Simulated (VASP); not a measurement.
A convergence study with VASP on HfN (rock salt): one setting is varied, all else stays as given below, so the limit is that of these other settings.

```yaml
crystal:
  lattice:
    - [0.00000, 2.26000, 2.26000]
    - [2.26000, 0.00000, 2.26000]
    - [2.26000, 2.26000, 0.00000]
  atoms:
    - { symbol: Hf, position: [0.00000, 0.00000, 0.00000] }
    - { symbol: N, position: [0.50000, 0.50000, 0.50000] }
```

Computed with PBEsol GGA, VASP's PBE PAW potentials (set 64) (plane waves; VASP). The tightest run used: 700 eV cut-off, 20×20×20 Monkhorst-Pack mesh, first-order Methfessel-Paxton smearing of 0.10 eV, potentials Hf_pv N.

| setting | E (eV/atom) | pressure (GPa) | irreducible k-points |
|---|---|---|---|
| 2×2×2 mesh | -11.3808 | -3.59 | 2 |
| 3×3×3 mesh | -11.3825 | -3.53 | 4 |
| 4×4×4 mesh | -11.4644 | -4.96 | 10 |

Question: These are the cheaper rows. Estimate the results at 20×20×20 mesh, and how far the last row shown lies from them.

Answer: 
```tsv
quantity	tightest run	last row shown is off by
E (eV/atom)	-11.4959	0.0314
pressure (GPa)	-5.67	0.70
```

Left out are rungs that failed or repeat a setting and relaxations that didn't move; long series are thinned to 24 rows.

The compound is HfN in the rock salt structure. The cell was not relaxed at this level. The electron count is odd and the run is not spin-polarised, which forces a metal.
